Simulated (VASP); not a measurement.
# Li2CeGe (P6_3/mmc) in VASP: equation of state

How stiff is Li2CeGe in PBE, and what volume does it want? The cell is scaled to several volumes.

Program: VASP 6.6.1. These are calculated values, not measurements. Logs are shortened: lines on timing, memory, paths and dates and some standing lists are left out, and cuts for length are marked.

**1. The crystal as given**

Symmetry: P6_3/mmc, No. 194, hexagonal system. The conventional cell has a = 4.787 Å, b = 4.787 Å, c = 7.432 Å, α = 90.00°, β = 90.00°, γ = 120.00°. Around Ce (site symmetry -3m) lie 6 Li at 2.87 Å. Ge (site symmetry -6m2) has 8 Li at 2.64 to 2.97 Å as nearest neighbours. Around Li (site symmetry 3m) lie 1 Li at 2.15 Å.

The cell comes from a database or a generator and needn't be the stable form of this composition.

**2. Equation of state, PBE, collinear spin, ferromagnetic start, 17.33 Å³/atom (volume scaled by 0.94)**

The input, INCAR:

```
PREC = Accurate ; ENCUT = 520
EDIFF = 1E-7 ; ISMEAR = -1
SIGMA = 0.05 ; LREAL = F
LASPH = T ; NELM = 100
ALGO = Normal ; ISIF = 2
LWAVE = F ; LCHARG = F
ISPIN = 2 ; MAGMOM = 1 1 0 0 0 0 0 0
LORBIT = 11 ; LMAXMIX = 6
GGA = PE ; NBANDS = 46
```

The input, KPOINTS:

```
regular mesh
0
Gamma
  7 7 4
```

The input, POSCAR:

```
Li2CeGe
1.0
    4.6893372360      0.0000000000      0.0000000000
   -2.3446686180      4.0610851733      0.0000000000
    0.0000000000      0.0000000000      7.2801997156
Ce Ge Li
2 2 4
Direct
    0.0000000000      0.0000000000      0.5000000000
    0.0000000000      0.0000000000      0.0000000000
    0.6666666667      0.3333333333      0.2500000000
    0.3333333333      0.6666666667      0.7500000000
    0.3333333333      0.6666666667      0.1052220000
    0.6666666667      0.3333333333      0.6052220000
    0.6666666667      0.3333333333      0.8947780000
    0.3333333333      0.6666666667      0.3947780000
```

Potentials or basis: VASP PAW PBE potentials, release 64 (Ce, Ge_d, Li_sv).

Started as:

```sh
$ cat potpaw_PBE.64/Ce/POTCAR potpaw_PBE.64/Ge_d/POTCAR potpaw_PBE.64/Li_sv/POTCAR > POTCAR
$ mpirun -np 1 vasp_std > vasp.out
```

OUTCAR:

```text
PREC = Accurate
   ENCUT = 520
   EDIFF = 1E-7
   ISMEAR = -1
   LREAL = F
   LASPH = T
   NELM = 100
   ISIF = 2
   ISPIN = 2
   LORBIT = 11
   GGA = PE

 Found     24 irreducible k-points:

 Following reciprocal coordinates:
            Coordinates               Weight
  0.000000  0.000000  0.000000      1.000000
  0.142857  0.000000  0.000000      6.000000
  0.285714  0.000000  0.000000      6.000000
  0.428571  0.000000  0.000000      6.000000
  0.142857  0.142857  0.000000      6.000000
  0.285714  0.142857  0.000000     12.000000
   k-points           NKPTS =     24   k-points in BZ     NKDIM =     24   number of bands    NBANDS=     46
   number of dos      NEDOS =    301   number of ions     NIONS =      8
   total plane-waves  NPLWV =  69984
   dimension x,y,z NGX =    36 NGY =   36 NGZ =   54
   dimension x,y,z NGXF=    72 NGYF=   72 NGZF=  108
   ions per type =               2   2   4
   NGX,Y,Z   is equivalent  to a cutoff of  12.76, 12.76, 12.33 a.u.
   NGXF,Y,Z  is equivalent  to a cutoff of  25.53, 25.53, 24.66 a.u.
 SYSTEM =  unknown system
   PREC   = accura    normal or accurate (medium, high low for compatibility)
   ISTART =      0    job   : 0-new  1-cont  2-samecut
   ICHARG =      2    charge: 1-file 2-atom 10-const
   ISPIN  =      2    spin polarized calculation?
   LNONCOLLINEAR =      F non collinear calculations
   LSORBIT =      F    spin-orbit coupling
   LASPH  =      T    aspherical Exc in radial PAW
   ENCUT  =  520.0 eV  38.22 Ry    6.18 a.u.   8.72  8.72 13.54*2*pi/ulx,y,z
   NELM   =    100;   NELMIN=  2; NELMDL= -5     # of ELM steps
   EDIFF  = 0.1E-06   stopping-criterion for ELM
   LREAL  =      F    real-space projection
   EDIFFG = 0.1E-05   stopping-criterion for IOM
   NSW    =      0    number of steps for IOM
   IBRION =     -1    ionic relax: 0-MD 1-quasi-New 2-CG
   NFREE  =      0    steps in history (QN), initial steepest desc. (CG)
   ISIF   =      2    stress and relaxation
   ISYM   =      2    0-nonsym 1-usesym 2-fastsym
   POTIM  = 0.5000    time-step for ionic-motion
   TEBEG  =    0.0;   TEEND  =   0.0 temperature during run
   PSTRESS=    0.0 pullay stress
   NELECT =      64.0000    total number of electrons
   NUPDOWN=      -1.0000    fix difference up-down
   EMIN   =  10.00;   EMAX   =-10.00  energy-range for DOS
   EFERMI =   0.00;   METHOD = LEGACY
   ISMEAR =    -1;   SIGMA  =   0.05  broadening in eV -4-tet -1-fermi 0-gaus
   EFERMI_NEDOS =   21; number of points for ismear=-14 and -15
   IALGO  =     38    algorithm
   IMIX   =      4    mixing-type and parameters
     AMIX     =   0.40;   BMIX     =  1.00
     AMIX_MAG =   1.60;   BMIX_MAG =  1.00
  volume/ion in A,a.u.               =      17.33       116.95
  Fermi-wavevector in a.u.,A,eV,Ry     =   1.265229  2.390936 21.780273  1.600805
  Thomas-Fermi vector in A             =   2.398493
   LORBIT       =     11    0 simple, 1 ext, 2 COOP (PROOUT), +10 PAW based schemes
   GGA     = PE    functional components
   LHFCALC =     F    Hartree Fock is set to
   AEXX    =    0.0000 exact exchange contribution
   IVDW    =     0    specifies the selected vdW correction
   LEPSILON=     F    determine dielectric tensor
   LRPA    =     F    only Hartree local field effects (RPA)
 spin polarized calculation
  energy-cutoff  :      520.00
  volume of cell :      138.64
 maximum number of plane-waves:      3777
 NGX is ok and might be reduce to    36
   NGX = 17   NGY = 17   NGZ = 27

 number of electron      63.9999947 magnetization       2.6920188

 Free energy of the ion-electron system (eV)
  ---------------------------------------------------
  ext. energy  EPLUGINS =         0.00000000
  ---------------------------------------------------
  free energy    TOTEN  =       -30.40824410 eV

  energy without entropy =      -30.31322825  energy(sigma->0) =      -30.36073617

 E-fermi :   6.5688     XC(G=0): -10.2929

 val. band max:        6.5616308694   @ k =   0.4286   0.1429   0.0000
 cond. band min:       6.5720032539   @ k =   0.4286   0.0000   0.0000
 fundamental gap:      0.0103723845
 Fermi energy:         6.5688158045

 spin component 1

 k-point     1 :       0.0000    0.0000    0.0000
  band No.  band energies     occupation
      1     -40.2124      1.00000
      2     -40.2025      1.00000
      3     -40.1035      1.00000
      4     -40.0938      1.00000
      5     -28.3192      1.00000
      6     -28.2487      1.00000
[... 36 lines left out ...]
     43       7.0415      0.00008
     44       7.0415      0.00008

 k-point     2 :       0.1429    0.0000    0.0000
  band No.  band energies     occupation
      1     -40.2119      1.00000
      2     -40.2028      1.00000
      3     -40.1029      1.00000
      4     -40.0941      1.00000
      5     -28.3184      1.00000
      6     -28.2479      1.00000
[... 36 lines left out ...]
     43       7.0493      0.00007
     44       7.0506      0.00007

 k-point     3 :       0.2857    0.0000    0.0000
  band No.  band energies     occupation
      1     -40.2105      1.00000
      2     -40.2039      1.00000
      3     -40.1017      1.00000
      4     -40.0952      1.00000
      5     -28.3169      1.00000
      6     -28.2467      1.00000
[... 36 lines left out ...]
     43       7.0828      0.00003
     44       7.1351      0.00001

 k-point     4 :       0.4286    0.0000    0.0000
  band No.  band energies     occupation
      1     -40.2090      1.00000
      2     -40.2052      1.00000
      3     -40.1002      1.00000
      4     -40.0965      1.00000
      5     -28.3156      1.00000
      6     -28.2455      1.00000
[... 36 lines left out ...]
     43       7.1497      0.00001
     44       7.1575      0.00001

 k-point     5 :       0.1429    0.1429    0.0000
  band No.  band energies     occupation
      1     -40.2109      1.00000
      2     -40.2036      1.00000
      3     -40.1021      1.00000
      4     -40.0949      1.00000
      5     -28.3173      1.00000
      6     -28.2471      1.00000
[... 36 lines left out ...]
     43       7.0650      0.00005
     44       7.1270      0.00001

 k-point     6 :       0.2857    0.1429    0.0000
  band No.  band energies     occupation
      1     -40.2095      1.00000
      2     -40.2049      1.00000
      3     -40.1006      1.00000
      4     -40.0962      1.00000
      5     -28.3160      1.00000
      6     -28.2458      1.00000
[... 36 lines left out ...]
     43       7.0962      0.00003
     44       7.1476      0.00001

 [... further k-points ...]

 spin component 2

 k-point     1 :       0.0000    0.0000    0.0000
  band No.  band energies     occupation
      1     -40.1973      1.00000
      2     -40.1877      1.00000
      3     -40.0880      1.00000
      4     -40.0786      1.00000
      5     -27.8060      1.00000
      6     -27.7347      1.00000
[... 36 lines left out ...]
     43       7.7559      0.00000
     44       7.7674      0.00000

 k-point     2 :       0.1429    0.0000    0.0000
  band No.  band energies     occupation
      1     -40.1968      1.00000
      2     -40.1880      1.00000
      3     -40.0874      1.00000
      4     -40.0789      1.00000
      5     -27.8051      1.00000
      6     -27.7340      1.00000
[... 36 lines left out ...]
     43       7.7601      0.00000
     44       7.7982      0.00000

 k-point     3 :       0.2857    0.0000    0.0000
  band No.  band energies     occupation
      1     -40.1955      1.00000
      2     -40.1891      1.00000
      3     -40.0862      1.00000
      4     -40.0800      1.00000
      5     -27.8035      1.00000
      6     -27.7326      1.00000
[... 36 lines left out ...]
     43       7.7797      0.00000
     44       7.8516      0.00000

 k-point     4 :       0.4286    0.0000    0.0000
  band No.  band energies     occupation
      1     -40.1940      1.00000
      2     -40.1903      1.00000
      3     -40.0848      1.00000
      4     -40.0812      1.00000
      5     -27.8021      1.00000
      6     -27.7314      1.00000
[... 36 lines left out ...]
     43       7.8558      0.00000
     44       7.8649      0.00000

 k-point     5 :       0.1429    0.1429    0.0000
  band No.  band energies     occupation
      1     -40.1959      1.00000
      2     -40.1887      1.00000
      3     -40.0866      1.00000
      4     -40.0796      1.00000
      5     -27.8039      1.00000
      6     -27.7330      1.00000
[... 36 lines left out ...]
     43       7.7712      0.00000
     44       7.8444      0.00000

 k-point     6 :       0.2857    0.1429    0.0000
  band No.  band energies     occupation
      1     -40.1945      1.00000
      2     -40.1900      1.00000
      3     -40.0852      1.00000
      4     -40.0809      1.00000
      5     -27.8025      1.00000
      6     -27.7317      1.00000
[... 36 lines left out ...]
     43       7.8188      0.00000
     44       7.8540      0.00000

 [... further k-points ...]

 [bands above 44 left out]

------------------------ aborting loop because EDIFF is reached ----------------------------------------

  FORCE on cell =-STRESS in cart. coord.  units (eV):
  Direction    XX          YY          ZZ          XY          YZ          ZX
  --------------------------------------------------------------------------------------
  -------------------------------------------------------------------------------------
  Total        2.6867750      2.6867750      2.9654748      0.0000000      0.0000000      0.0000000
  in kB       31.0488145     31.0488145     34.2695159      0.0000000      0.0000000      0.0000000
  external PRESSURE =      32.1223816 kB  Pullay stress =       0.0000000 kB

 VOLUME and BASIS-vectors are now :
 -----------------------------------------------------------------------------
  energy-cutoff  :      520.00
  volume of cell :      138.64
      direct lattice vectors                 reciprocal lattice vectors
     4.689337236  0.000000000  0.000000000     0.213249751  0.123119801  0.000000000
    -2.344668618  4.061085173  0.000000000     0.000000000  0.246239603  0.000000000
     0.000000000  0.000000000  7.280199716     0.000000000  0.000000000  0.137358869

 POSITION                                       TOTAL-FORCE (eV/Angst)
 -----------------------------------------------------------------------------------
      0.00000      0.00000      3.64010        -0.000000     -0.000000     -0.000000
      0.00000      0.00000      0.00000        -0.000000     -0.000000     -0.000000
      2.34467      1.35370      1.82005         0.000000     -0.000000     -0.000000
     -0.00000      2.70739      5.46015        -0.000000      0.000000     -0.000000
     -0.00000      2.70739      0.76604        -0.000000      0.000000      0.051007
      2.34467      1.35370      4.40614        -0.000000     -0.000000      0.051007
      2.34467      1.35370      6.51416         0.000000     -0.000000     -0.051007
     -0.00000      2.70739      2.87406         0.000000     -0.000000     -0.051007
 -----------------------------------------------------------------------------------
    total drift:                                0.000000      0.000000     -0.000000

  FREE ENERGIE OF THE ION-ELECTRON SYSTEM (eV)
  ---------------------------------------------------
  free  energy   TOTEN  =       -30.4082440971 eV

  energy  without entropy=      -30.3132282462  energy(sigma->0) =      -30.36073617

 total charge

# of ion       s       p       d       f       tot
--------------------------------------------------
    1        2.052   5.656   0.959   1.081   9.747
    2        2.052   5.656   0.959   1.081   9.747
    3        1.105   1.247   9.982   0.000  12.334
    4        1.105   1.247   9.982   0.000  12.334
    5        2.043   0.089   0.000   0.000   2.132
    6        2.043   0.089   0.000   0.000   2.132
    7        2.043   0.089   0.000   0.000   2.132
    8        2.043   0.089   0.000   0.000   2.132
--------------------------------------------------
tot         14.483  14.164  21.882   2.162  52.691

 magnetization (x)

# of ion       s       p       d       f       tot
--------------------------------------------------
    1        0.002  -0.002   0.152   0.923   1.075
    2        0.002  -0.002   0.152   0.923   1.075
    3       -0.005  -0.024   0.009   0.000  -0.020
    4       -0.005  -0.024   0.009   0.000  -0.020
    5        0.002   0.005   0.000   0.000   0.008
    6        0.002   0.005   0.000   0.000   0.008
    7        0.002   0.005   0.000   0.000   0.008
    8        0.002   0.005   0.000   0.000   0.008
--------------------------------------------------
tot          0.004  -0.032   0.323   1.846   2.141
```

It took 7.5 min on 1 thread of Intel Xeon Platinum 8488C (Sapphire Rapids), shared host; peak memory 0.47 GiB.

Results:

```yaml
Free_energy: -30.4082 eV
Largest_force: 0.051 eV/Å
Band_gap_on_the_k_mesh: none (metal or under the smearing width)
Net_moment: 2.69 μB per cell
Site_moments: Ce +1.07; Ge -0.02; Li +0.01 μB
Valence_electrons_inside_the_program's_atomic_spheres: Ce 9.75; Ge 12.33; Li 2.13
```

Caveat: the cutoff is under 1.25 times the usual one of these potentials, so pressure, stress and relaxed cells hold a basis-set (Pulay) error; the magnetic or orbital state may not be the lowest; spin-orbit coupling is left out, which moves the levels of the heavy elements; without U or exact exchange the open f shell lies at the Fermi level, which spoils levels, moments and volumes.

**3. Equation of state, PBE, collinear spin, ferromagnetic start, 17.70 Å³/atom (volume scaled by 0.96)**

The input, INCAR:

```
SYSTEM = Li2CeGe
ALGO     = Normal         ! electronic algorithm
EDIFF    = 1E-7           ! SCF threshold, eV
ENCUT    = 520            ! plane-wave cutoff, eV
GGA      = PE             ! functional
ISIF     = 2              ! what is computed and relaxed
ISMEAR   = -1             ! smearing method
ISPIN    = 2              ! spin polarisation
LASPH    = .True.         ! aspherical terms in the spheres
LCHARG   = .False.        ! write CHGCAR
LMAXMIX  = 6              ! l up to which the mixer works
LORBIT   = 11             ! projections on sites
LREAL    = .False.        ! projectors in reciprocal space
LWAVE    = .False.        ! write WAVECAR
MAGMOM   = 1 1 0 0 0 0 0 0 ! initial moments
NBANDS   = 46             ! bands
NELM     = 100            ! most SCF steps
PREC     = Accurate       ! precision mode
SIGMA    = 0.05           ! smearing width, eV
```

The input, KPOINTS:

```
k-points
0
Gamma
  7 7 4
  0 0 0
```

Changes to POSCAR since step 2:

```diff
@@ -2,5 +2,5 @@
 1.0
-    4.6893372360      0.0000000000      0.0000000000
-   -2.3446686180      4.0610851733      0.0000000000
-    0.0000000000      0.0000000000      7.2801997156
+    4.7223618258      0.0000000000      0.0000000000
+   -2.3611809129      4.0896853070      0.0000000000
+    0.0000000000      0.0000000000      7.3314704169
 Ce Ge Li
```

Potentials or basis: VASP PAW PBE potentials, release 64 (Ce, Ge_d, Li_sv).

Started as:

```sh
$ cat potpaw_PBE.64/Ce/POTCAR potpaw_PBE.64/Ge_d/POTCAR potpaw_PBE.64/Li_sv/POTCAR > POTCAR
$ mpirun -np 1 vasp_std > vasp.out
```

It took 6.9 min on 1 thread of Intel Xeon Platinum 8488C (Sapphire Rapids), shared host; peak memory 0.46 GiB.

It converged, with:

| Property | Result |
| --- | --- |
| Free energy | -30.4599 eV |
| Largest force | 0.029 eV/Å |
| Band gap on the k mesh | none (metal or under the smearing width) |
| Net moment | 2.75 μB per cell |
| Site moments | Ce +1.09; Ge -0.02; Li +0.01 μB |
| Valence electrons inside the program's atomic spheres | Ce 9.73; Ge 12.32; Li 2.13 |

Caveat: the cutoff is under 1.25 times the usual one of these potentials, so pressure, stress and relaxed cells hold a basis-set (Pulay) error; the magnetic or orbital state may not be the lowest; spin-orbit coupling is left out, which moves the levels of the heavy elements; without U or exact exchange the open f shell lies at the Fermi level, which spoils levels, moments and volumes.

**4. Equation of state, PBE, collinear spin, ferromagnetic start, 18.07 Å³/atom (volume scaled by 0.98)**

The input, INCAR:

```
PREC = Accurate ; ENCUT = 520
EDIFF = 1E-7 ; ISMEAR = -1
SIGMA = 0.05 ; LREAL = False
LASPH = True ; NELM = 150
ALGO = Normal ; ISIF = 2
LWAVE = False ; LCHARG = False
ISPIN = 2 ; MAGMOM = 1 1 0 0 0 0 0 0
LORBIT = 11 ; LMAXMIX = 6
GGA = PE ; NBANDS = 46
```

The input, KPOINTS:

```
Automatic mesh
0
Gamma
  7 7 4
```

Changes to POSCAR since step 3:

```diff
@@ -2,5 +2,5 @@
 1.0
-    4.7223618258      0.0000000000      0.0000000000
-   -2.3611809129      4.0896853070      0.0000000000
-    0.0000000000      0.0000000000      7.3314704169
+    4.7549308675      0.0000000000      0.0000000000
+   -2.3774654338      4.1178909245      0.0000000000
+    0.0000000000      0.0000000000      7.3820338796
 Ce Ge Li
```

Started as:

```sh
$ cat potpaw_PBE.64/Ce/POTCAR potpaw_PBE.64/Ge_d/POTCAR potpaw_PBE.64/Li_sv/POTCAR > POTCAR
$ mpirun -np 1 vasp_std > vasp.out
```

Wall time 7.1 min (1 thread of Intel Xeon Platinum 8488C (Sapphire Rapids), shared host); peak memory 0.46 GiB.

It converged, with:

| Quantity | Value |
| --- | --- |
| Free energy | -30.4907 eV |
| Largest force | 0.008 eV/Å |
| Band gap on the k mesh | none (metal or under the smearing width) |
| Net moment | 2.81 μB per cell |
| Site moments | Ce +1.11; Ge -0.02; Li +0.01 μB |
| Valence electrons inside the program's atomic spheres | Ce 9.72; Ge 12.30; Li 2.12 |

Caveat: the cutoff is under 1.25 times the usual one of these potentials, so pressure, stress and relaxed cells hold a basis-set (Pulay) error; the magnetic or orbital state may not be the lowest; spin-orbit coupling is left out, which moves the levels of the heavy elements; without U or exact exchange the open f shell lies at the Fermi level, which spoils levels, moments and volumes.

**5. Equation of state, PBE, collinear spin, ferromagnetic start, 18.81 Å³/atom (volume scaled by 1.02)**

The input, INCAR:

```
SYSTEM = Li2CeGe
PREC = Accurate
ENCUT = 520
EDIFF = 1E-7
ISMEAR = -1
SIGMA = 0.05
LREAL = .False.
LASPH = .True.
NELM = 150
ALGO = Normal
ISIF = 2
LWAVE = .False.
LCHARG = .False.
ISPIN = 2
MAGMOM = 1 1 0 0 0 0 0 0
LORBIT = 11
LMAXMIX = 6
GGA = PE
NBANDS = 46
```

The input, KPOINTS:

```
Automatic mesh
0
Gamma
  7 7 4
  0 0 0
```

Changes to POSCAR since step 4:

```diff
@@ -2,5 +2,5 @@
 1.0
-    4.7549308675      0.0000000000      0.0000000000
-   -2.3774654338      4.1178909245      0.0000000000
-    0.0000000000      0.0000000000      7.3820338796
+    4.8187630598      0.0000000000      0.0000000000
+   -2.4093815299      4.1731712246      0.0000000000
+    0.0000000000      0.0000000000      7.4811334079
 Ce Ge Li
```

Started as:

```sh
$ cat potpaw_PBE.64/Ce/POTCAR potpaw_PBE.64/Ge_d/POTCAR potpaw_PBE.64/Li_sv/POTCAR > POTCAR
$ mpirun -np 1 vasp_std > vasp.out
```

Wall time 6.9 min (1 thread of Intel Xeon Platinum 8488C (Sapphire Rapids), shared host); peak memory 0.47 GiB.

It converged, with:

```yaml
Free_energy: -30.4983 eV
Largest_force: 0.032 eV/Å
Band_gap_on_the_k_mesh: none (metal or under the smearing width)
Net_moment: 2.92 μB per cell
Site_moments: Ce +1.15; Ge -0.03; Li +0.01 μB
Valence_electrons_inside_the_program's_atomic_spheres: Ce 9.69; Ge 12.28; Li 2.12
```

Caveat: the cutoff is under 1.25 times the usual one of these potentials, so pressure, stress and relaxed cells hold a basis-set (Pulay) error; the magnetic or orbital state may not be the lowest; spin-orbit coupling is left out, which moves the levels of the heavy elements; without U or exact exchange the open f shell lies at the Fermi level, which spoils levels, moments and volumes.

(Continued in part 2 of 2.)
